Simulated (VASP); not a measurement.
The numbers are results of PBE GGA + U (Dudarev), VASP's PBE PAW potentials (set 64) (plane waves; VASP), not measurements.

A VASP calculation is set up with these files.

KPOINTS:
```
Automatic mesh
0
G
 11 11 11
0 0 0
```

INCAR:
```
# general
SYSTEM    = TiCo
PREC      = Accurate
ENCUT     = 400
LREAL     = .FALSE.
LASPH     = .TRUE.

# electronic loop
EDIFF     = 1E-6
NELM      = 100
ALGO      = Normal
LMAXMIX   = 4

# smearing
ISMEAR    = 1
SIGMA     = 0.1

# functional
GGA       = PE

# DFT+U
LDAU      = .TRUE.
LDAUTYPE  = 2
LDAUL     = 2 2
LDAUU     = 5.0 5.0
LDAUJ     = 0 0
LDAUPRINT = 1

# ions
ISIF      = 2

# output
LWAVE     = .FALSE.
LCHARG    = .FALSE.
LORBIT    = 10
```

**POSCAR**
```
TiCo
6.048890
  0.4978470430   0.0000000000   0.0000000000
  0.0000000000   0.4988915322   0.0000000000
  0.0000000000   0.0000000000   0.5000000000
Ti Co
1 1
direct
  0.0000000000   0.0000000000   0.0000000000
  0.5309000000   0.5000000000   0.5000000000
```

POTCAR, in this order: Ti_sv Co (PBE.64 set). Program: vasp_std.

The resulting files:

### OSZICAR
```
       N       E                     dE             d eps       ncg     rms          rms(c)
DAV:   1     0.140823926450E+03    0.14082E+03   -0.90206E+03  6048   0.157E+03
DAV:   2    -0.330976872441E+01   -0.14413E+03   -0.14159E+03  6204   0.374E+02
DAV:   3    -0.107952810219E+02   -0.74855E+01   -0.74478E+01  9258   0.103E+02
DAV:   4    -0.109829106003E+02   -0.18763E+00   -0.18750E+00  7412   0.131E+01
DAV:   5    -0.109889816447E+02   -0.60710E-02   -0.60709E-02  8922   0.210E+00    0.116E+01
DAV:   6    -0.126667246461E+02   -0.16777E+01   -0.51500E+01 10266   0.727E+01    0.300E+01
DAV:   7    -0.873288817127E+01    0.39338E+01   -0.74702E+01  8992   0.907E+01    0.965E+00
DAV:   8    -0.752147789636E+01    0.12114E+01   -0.50412E+00  8786   0.278E+01    0.279E+00
DAV:   9    -0.749286603437E+01    0.28612E-01   -0.25271E+00  8674   0.131E+01    0.352E+00
DAV:  10    -0.746316117570E+01    0.29705E-01   -0.15064E+00  9068   0.136E+01    0.206E+00
DAV:  11    -0.742938783867E+01    0.33773E-01   -0.45319E-01  9408   0.641E+00    0.780E-01
DAV:  12    -0.742629263170E+01    0.30952E-02   -0.87462E-03  8216   0.989E-01    0.533E-01
DAV:  13    -0.742488809254E+01    0.14045E-02   -0.10972E-02  9342   0.101E+00    0.160E-01
DAV:  14    -0.742479227720E+01    0.95815E-04   -0.43893E-04  7732   0.190E-01    0.104E-01
DAV:  15    -0.742482375608E+01   -0.31479E-04   -0.61367E-04  9648   0.228E-01    0.444E-02
DAV:  16    -0.742483462049E+01   -0.10864E-04   -0.46885E-05  9056   0.608E-02    0.332E-02
DAV:  17    -0.742489353794E+01   -0.58917E-04   -0.41750E-04  9414   0.179E-01    0.236E-02
DAV:  18    -0.742490387256E+01   -0.10335E-04   -0.18936E-05  7334   0.385E-02    0.245E-02
DAV:  19    -0.742498587819E+01   -0.82006E-04   -0.15209E-03  9362   0.326E-01    0.294E-02
DAV:  20    -0.742500505202E+01   -0.19174E-04   -0.57645E-03  9300   0.630E-01    0.244E-02
DAV:  21    -0.742503245525E+01   -0.27403E-04   -0.19831E-03  9316   0.393E-01    0.112E-02
DAV:  22    -0.742504891043E+01   -0.16455E-04   -0.17303E-04  9198   0.118E-01    0.504E-03
DAV:  23    -0.742504811544E+01    0.79499E-06   -0.12669E-05  8272   0.358E-02    0.802E-03
DAV:  24    -0.742505010878E+01   -0.19933E-05   -0.92171E-06  6032   0.277E-02    0.655E-03
DAV:  25    -0.742505055256E+01   -0.44378E-06   -0.19902E-06  4024   0.111E-02
   1 F= -.74250506E+01 E0= -.74250275E+01  d E =-.691549E-04
```

File OUTCAR:
```
------------------------ aborting loop because EDIFF is reached ----------------------------------------
  FORCE on cell =-STRESS in cart. coord.  units (eV):
  Direction    XX          YY          ZZ          XY          YZ          ZX
  --------------------------------------------------------------------------------------
  Total       -1.0198627     -0.7046418     -0.6405282      0.0000000      0.0000000      0.0000000
  in kB      -59.4501765    -41.0752157    -37.3378858      0.0000000      0.0000000      0.0000000
  external PRESSURE =     -45.9544260 kB  Pullay stress =       0.0000000 kB
  volume of cell :       27.49
      direct lattice vectors                 reciprocal lattice vectors
     3.011422000  0.000000000  0.000000000     0.332069036  0.000000000  0.000000000
     0.000000000  3.017740000  0.000000000     0.000000000  0.331373810  0.000000000
     0.000000000  0.000000000  3.024445000     0.000000000  0.000000000  0.330639175
 POSITION                                       TOTAL-FORCE (eV/Angst)
 -----------------------------------------------------------------------------------
      0.00000      0.00000      0.00000         0.407978      0.000000      0.000000
      1.59876      1.50887      1.51222        -0.407978      0.000000      0.000000
 -----------------------------------------------------------------------------------
    total drift:                                0.000014      0.000000      0.000007
  FREE ENERGIE OF THE ION-ELECTRON SYSTEM (eV)
  ---------------------------------------------------
  free  energy   TOTEN  =        -7.4250505526 eV

  energy  without entropy=       -7.4249813977  energy(sigma->0) =       -7.42502750

 total charge

# of ion       s       p       d       tot
------------------------------------------
    1        2.259   6.197   1.585  10.041
    2        0.493   0.437   7.545   8.475
--------------------------------------------------
tot          2.752   6.634   9.130  18.516
```
(Selected blocks of OUTCAR.)

The compound is TiCo in the CsCl type structure. The cell was not relaxed at this level, atoms are displaced from their ideal sites. The run is one of a series of settings (LDAU = .TRUE., LDAUJ = 0 0, LDAUL = 2 2, LDAUTYPE = 2, LDAUU = 5.0 5.0 against the base run), some of them coarse on purpose. The run is not spin-polarised, so no magnetic state was tried. The electron count is odd and the run is not spin-polarised, which forces a metal.
